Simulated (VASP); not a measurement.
Here is the system:

```yaml
crystal:
  lattice:
    - [0.00000, 2.89911, 2.89911]
    - [2.89911, 0.00000, 2.89911]
    - [2.89911, 2.89911, 0.00000]
  atoms:
    - { symbol: Al, position: [0.25000, 0.25000, 0.25000] }
    - { symbol: Al, position: [0.75000, 0.75000, 0.75000] }
    - { symbol: Pt, position: [0.00000, 0.00000, 0.00000] }
```

The numbers are results of LDA (Ceperley-Alder, Perdew-Zunger), VASP's LDA PAW potentials (set 64) (plane waves; VASP), not measurements. Settings: 520 eV cut-off, 9×9×9 Γ-centred mesh, first-order Methfessel-Paxton smearing of 0.10 eV, potentials Al Pt.

### Question
Give the stress tensor in GPa (positive for a compressed cell).

### Answer

```
4.80  0.00  0.00
0.00  4.80  0.00
0.00  0.00  4.80
```
The pressure is its mean diagonal, 4.80 GPa.

The compound is PtAl2 in the fluorite structure. This cell is one point of a volume scan, at 0.97 of the reference volume.
